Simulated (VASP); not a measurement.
Output of a VASP run:

File OSZICAR:
```
       N       E                     dE             d eps       ncg     rms          rms(c)
DAV:   1     0.282348159936E+02    0.28235E+02   -0.49252E+03   764   0.704E+02
DAV:   2    -0.157547305765E+02   -0.43990E+02   -0.39768E+02   848   0.146E+02
DAV:   3    -0.168241929562E+02   -0.10695E+01   -0.10498E+01   872   0.218E+01
DAV:   4    -0.168322574547E+02   -0.80645E-02   -0.80628E-02   800   0.226E+00
DAV:   5    -0.168323669692E+02   -0.10951E-03   -0.10951E-03   892   0.273E-01    0.877E+00
DAV:   6    -0.163701101636E+02    0.46226E+00   -0.25113E+00   800   0.155E+01    0.231E+00
DAV:   7    -0.162917744423E+02    0.78336E-01   -0.19151E-01   768   0.440E+00    0.173E+00
DAV:   8    -0.162621844841E+02    0.29590E-01   -0.29938E-02   812   0.173E+00    0.252E-01
DAV:   9    -0.162622037795E+02   -0.19295E-04   -0.17707E-03   836   0.412E-01    0.166E-01
DAV:  10    -0.162623570481E+02   -0.15327E-03   -0.31317E-04   788   0.145E-01    0.172E-02
DAV:  11    -0.162623540337E+02    0.30144E-05   -0.16375E-05   836   0.420E-02    0.780E-03
DAV:  12    -0.162623557869E+02   -0.17532E-05   -0.54533E-06   772   0.177E-02    0.237E-03
DAV:  13    -0.162623557409E+02    0.46007E-07   -0.54870E-07   492   0.766E-03
   1 F= -.16262356E+02 E0= -.16222771E+02  d E =-.791697E-01
```

### OUTCAR
```
------------------------ aborting loop because EDIFF is reached ----------------------------------------
  FORCE on cell =-STRESS in cart. coord.  units (eV):
  Direction    XX          YY          ZZ          XY          YZ          ZX
  --------------------------------------------------------------------------------------
  Total        1.2092096      1.2092096      1.2092096      0.0000000      0.0000000      0.0000000
  in kB       37.9611664     37.9611664     37.9611664      0.0000000      0.0000000      0.0000000
  external PRESSURE =      37.9611664 kB  Pullay stress =       0.0000000 kB
  volume of cell :       51.04
      direct lattice vectors                 reciprocal lattice vectors
     0.000000000  2.944066000  2.944066000    -0.169833149  0.169833149  0.169833149
     2.944066000  0.000000000  2.944066000     0.169833149 -0.169833149  0.169833149
     2.944066000  2.944066000  0.000000000     0.169833149  0.169833149 -0.169833149
 POSITION                                       TOTAL-FORCE (eV/Angst)
 -----------------------------------------------------------------------------------
      1.47203      1.47203      1.47203        -0.000000     -0.000000      0.000000
      4.41610      4.41610      4.41610        -0.000000      0.000000     -0.000000
      0.00000      0.00000      0.00000         0.000000      0.000000      0.000000
 -----------------------------------------------------------------------------------
    total drift:                               -0.000000      0.000000      0.000000
  FREE ENERGIE OF THE ION-ELECTRON SYSTEM (eV)
  ---------------------------------------------------
  free  energy   TOTEN  =       -16.2623557409 eV

  energy  without entropy=      -16.1831860401  energy(sigma->0) =      -16.22277089
```
(Selected blocks of OUTCAR.)

File POSCAR:
```
PtAl2
1
    0.0000000000     2.9440660000     2.9440660000
    2.9440660000     0.0000000000     2.9440660000
    2.9440660000     2.9440660000     0.0000000000
Al Pt
2 1
Direct
  0.2500000000   0.2500000000   0.2500000000
  0.7500000000   0.7500000000   0.7500000000
  0.0000000000   0.0000000000   0.0000000000
```

Task: Reconstruct the remaining input files.

Result: Several could match; the one computed here: the input of the run itself, PBE GGA, plane waves, VASP's PBE PAW potentials (set 64).

File KPOINTS:
```
K-points
0
gamma
  8 8 8
0 0 0
```

INCAR:
```
SYSTEM = PtAl2
PREC = Accurate
ENCUT = 300
EDIFF = 1E-6
NELM = 100
ALGO = Normal
LREAL = .FALSE.
LASPH = .TRUE.
ISMEAR = -1
SIGMA = 0.136
GGA = PE
LMAXMIX = 6
LWAVE = .FALSE.
LCHARG = .FALSE.
ISIF = 2
```

POTCAR, in this order: Al Pt (PBE.64 set). Program: vasp_std.

At this cut-off the stress carries a Pulay error, which pulls relaxed volumes low.

The structure is a typed PtAl2 crystal. The cell was not relaxed at this level.
